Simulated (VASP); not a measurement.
**MgO: relaxation of cell and atoms with PBEsol**

Crystal: MgO.

```
Mg O
1.0
     0.00000    2.12450    2.12450
     2.12450    0.00000    2.12450
     2.12450    2.12450    0.00000
Mg O
1 1
Direct
  0.00000 0.00000 0.00000
  0.50000 0.50000 0.50000
```

```
Program                : VASP 6.6.1
Task                   : relaxation of cell and atoms
Functional             : PBEsol
Potentials or basis    : VASP PAW PBE potentials, release 64 (Mg, O)
Cutoff                 : 580 eV
k mesh                 : 10 × 10 × 10
Occupations            : gaussian, width 0.02 eV
Spin                   : no spin polarisation
Further INCAR settings : ALGO = Normal; EDIFF = 1e-07; IBRION = 2; EDIFFG = -0.005; NSW = 90; ISIF = 3
```

The relaxed volume is 9.31 Å³/atom. The relaxed cell is a = 2.976 Å, b = 2.976 Å, c = 2.976 Å, α = 60.00°, β = 60.00°, γ = 60.00°. The space group after relaxing (to 0.05 Å) is Fm-3m (No. 225). The energy gained by relaxing is 3.8 meV/atom and the ionic steps are 3. The pressure after relaxing is 0.0 GPa. The band gap on the k mesh is 4.66 eV, direct.

The path:
```tsv
step	energy change (eV)	largest force (eV/Å)	pressure (GPa)	volume (Å³)
1	0.0000	0.0000	-4.37	19.18
2	-0.0069	0.0000	1.48	18.46
3	-0.0077	0.0000	0.01	18.63
```

Final structure:
```
Mg O
1.0
     0.00000    2.10403    2.10403
     2.10403    0.00000    2.10403
     2.10403    2.10403    0.00000
Mg O
1 1
Cartesian
  0.0000 0.0000 0.0000
  2.1040 2.1040 2.1040
```

Levels at points of the mesh, in eV from the valence-band top:
| k point | band 1 | band 2 | band 3 | band 4 | band 5 | band 6 | band 7 | band 8 |
| --- | --- | --- | --- | --- | --- | --- | --- | --- |
| (0.00, 0.00, 0.00) | -17.22 | 0.00 | 0.00 | 0.00 | 4.66 | 15.65 | 15.65 | 15.65 |
| (0.50, 0.00, 0.00) | -15.90 | -4.69 | -0.67 | -0.67 | 7.76 | 12.54 | 16.21 | 16.21 |
| (0.50, 0.50, 0.00) | -15.63 | -4.16 | -1.37 | -1.37 | 8.93 | 9.91 | 13.00 | 18.89 |

It took 16 s on 1 thread of AMD EPYC 7R43 64-Core Processor (Zen 3), with other jobs on the host, peak memory 0.11 GiB.

Caveat: the PAW data sets were made with another functional, which shifts forces and pressure a little. Expect the measured gap to be larger: semilocal functionals such as PBEsol lack the derivative discontinuity.
